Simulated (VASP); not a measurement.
The system is RuS.

```xyz
2
Lattice="0.0000 2.7643 2.7643 2.7643 0.0000 2.7643 2.7643 2.7643 0.0000" Properties=species:S:1:pos:R:3 pbc="T T T"
Ru    0.0000    0.0000    0.0000
S     1.3821    1.3821    1.3821
```

The cell comes from a database or a generator and needn't be the stable form of this composition.

Base run:

- Program: VASP 6.6.1
- Functional: PBEsol
- Potentials or basis: VASP PAW PBE potentials, release 64 (Ru_pv, S)
- Cutoff: 520 eV
- k mesh: 6 × 6 × 6
- Occupations: gaussian, width 0.05 eV
- Spin: collinear spin, ferromagnetic start
- Starting moments: [1.0, 0.0] μB
- Hubbard terms: Ru d U = 2 eV

Its results: pressure -20.3 GPa; site moments Ru +0.59; S -0.02 μB.

**Question.** The run is repeated on the same cell with these changes: further incar settings from ALGO = Fast; EDIFF = 1e-06 to ALGO = Normal; EDIFF = 1e-07; fixed moment from none to 2 μB. What comes out?

**Answer.** Pressure -12.1 GPa; site moments Ru +1.69; S +0.05 μB.

Caveats: the PAW data sets were made with another functional, which shifts forces and pressure a little; the total moment is fixed, so each spin has its own Fermi level (some runs).
